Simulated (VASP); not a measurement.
Input of a VASP 6.6.1 run:

File INCAR:

```
ALGO     = Normal         # electronic algorithm
EDIFF    = 1E-6           # SCF threshold, eV
EDIFFG   = -0.01          # ionic threshold
ENCUT    = 520            # plane-wave cutoff, eV
GGA      = PE             # functional
IBRION   = 2              # ionic algorithm
ISIF     = 3              # what is computed and relaxed
ISMEAR   = 0              # smearing method
ISPIN    = 2              # spin polarisation
KPAR     = 8            
LASPH    = True           # aspherical terms in the spheres
LCHARG   = False          # write CHGCAR
LMAXMIX  = 4              # l up to which the mixer works
LORBIT   = 11             # projections on sites
LREAL    = False          # projectors in reciprocal space
LWAVE    = False          # write WAVECAR
MAGMOM   = 0 0 0 0 1 0 0 0 0 0 0 0 0 0 0 0 # initial moments
NELM     = 120            # most SCF steps
NSW      = 90             # ionic steps
PREC     = Accurate       # precision mode
SIGMA    = 0.1            # smearing width, eV
```

The input KPOINTS:

```
k-points
0
Gamma
  5 5 5
```

POSCAR

```
Ta4NiO11
1.0
    6.1788009700      0.0000000000      0.0000000000
   -3.0894004900      5.3509986100      0.0000000000
    0.0000000000      0.0000000000      6.2190000000
Ta Ni O
4 1 11
Direct
    0.0257691600      0.6922070600      0.5000000000
    0.3077929400      0.3335620900      0.5000000000
    0.6664379100      0.9742308400      0.5000000000
    0.6666666700      0.3333333300      0.0000000000
    0.0000000000      0.0000000000      0.0000000000
    0.9174850900      0.6254905600      0.8099372900
    0.9174850900      0.6254905600      0.1900627100
    0.3745094400      0.2919945200      0.1900627100
    0.3745094400      0.2919945200      0.8099372900
    0.3333333300      0.6666666700      0.5000000000
    0.7080054800      0.0825149100      0.8099372900
    0.7080054800      0.0825149100      0.1900627100
    0.0000000000      0.0000000000      0.5000000000
    0.3927850600      0.0508316200      0.5000000000
    0.6580465600      0.6072149400      0.5000000000
    0.9491683800      0.3419534400      0.5000000000
```

Potentials or basis: VASP PAW PBE potentials, release 64 (Ta_pv, Ni, O).

Command:

```bash
$ cat potpaw_PBE.64/Ta_pv/POTCAR potpaw_PBE.64/Ni/POTCAR potpaw_PBE.64/O/POTCAR > POTCAR
$ mpirun -np 8 vasp_std > vasp.out
```

Problem. What does it give for the relaxed cell?

Solution. a = 6.180 Å, b = 6.180 Å, c = 6.222 Å, α = 90.00°, β = 90.00°, γ = 120.00°.

Problem. Estimate the net moment.

Solution. -2.00 μB per cell.

Final structure:
```
CELL_PARAMETERS angstrom
6.18007 0.00000 0.00000
-3.09004 5.35210 0.00000
0.00000 0.00000 6.22164
ATOMIC_POSITIONS crystal
Ta 0.02535 0.69192 0.50000
Ta 0.30808 0.33344 0.50000
Ta 0.66656 0.97465 0.50000
Ta 0.66667 0.33333 0.00000
Ni 0.00000 0.00000 0.00000
O 0.91534 0.62628 0.80970
O 0.91534 0.62628 0.19030
O 0.37372 0.28907 0.19030
O 0.37372 0.28907 0.80970
O 0.33333 0.66667 0.50000
O 0.71093 0.08466 0.80970
O 0.71093 0.08466 0.19030
O 0.00000 0.00000 0.50000
O 0.39408 0.05137 0.50000
O 0.65729 0.60592 0.50000
O 0.94863 0.34271 0.50000
```

Caveat: a cell with one magnetic atom can't hold antiferromagnetic order, which such compounds often take.
